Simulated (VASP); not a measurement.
OSZICAR of a VASP run on HfSi (relaxed from the NiAs type structure, space group P6_3/mmc):

### OSZICAR
```
       N       E                     dE             d eps       ncg     rms          rms(c)
DAV:   1     0.668893547901E+02    0.66889E+02   -0.12904E+04  1856   0.115E+03
DAV:   2    -0.327824383378E+02   -0.99672E+02   -0.97996E+02  2278   0.251E+02
DAV:   3    -0.362126418335E+02   -0.34302E+01   -0.33747E+01  2222   0.347E+01
DAV:   4    -0.362711958130E+02   -0.58554E-01   -0.58246E-01  2288   0.464E+00
DAV:   5    -0.362719109089E+02   -0.71510E-03   -0.71512E-03  2222   0.465E-01    0.688E+01
DAV:   6    -0.345187493422E+02    0.17532E+01   -0.51810E+00  1902   0.103E+01    0.439E+01
DAV:   7    -0.344377168171E+02    0.81033E-01   -0.24230E+00  2094   0.784E+00    0.375E+00
DAV:   8    -0.343394916239E+02    0.98225E-01   -0.70073E-01  1870   0.380E+00    0.570E-01
DAV:   9    -0.343400203652E+02   -0.52874E-03   -0.17730E-02  2064   0.867E-01    0.371E-01
DAV:  10    -0.343400309422E+02   -0.10577E-04   -0.49759E-04  2244   0.119E-01    0.165E-01
DAV:  11    -0.343400344690E+02   -0.35268E-05   -0.92686E-05  2040   0.485E-02    0.570E-02
DAV:  12    -0.343400304663E+02    0.40026E-05   -0.41381E-06  1998   0.133E-02    0.187E-02
DAV:  13    -0.343400291680E+02    0.12984E-05   -0.18886E-06  2068   0.765E-03    0.195E-03
DAV:  14    -0.343400295114E+02   -0.34340E-06   -0.71115E-08  1134   0.177E-03    0.230E-03
DAV:  15    -0.343400295214E+02   -0.10056E-07   -0.80949E-09  1098   0.670E-04
   1 F= -.34340030E+02 E0= -.34340030E+02  d E =0.000000E+00
```

Q: Which electronic solver shows in the log?

A: It is blocked Davidson (ALGO = Normal, or the opening steps of other solvers). The INCAR had ALGO = Normal.

Q: Can the final energy be trusted as converged?

A: The run converged. It stopped with EDIFF = 1E-7, NELM = 100 (PBEsol GGA, plane waves, VASP's PBE PAW potentials (set 64)).

The structure was generated: HfSi was put into the NiAs type type (P6_3/mmc), which need not be its known phase. It was relaxed first, which changed the volume by -32 %.
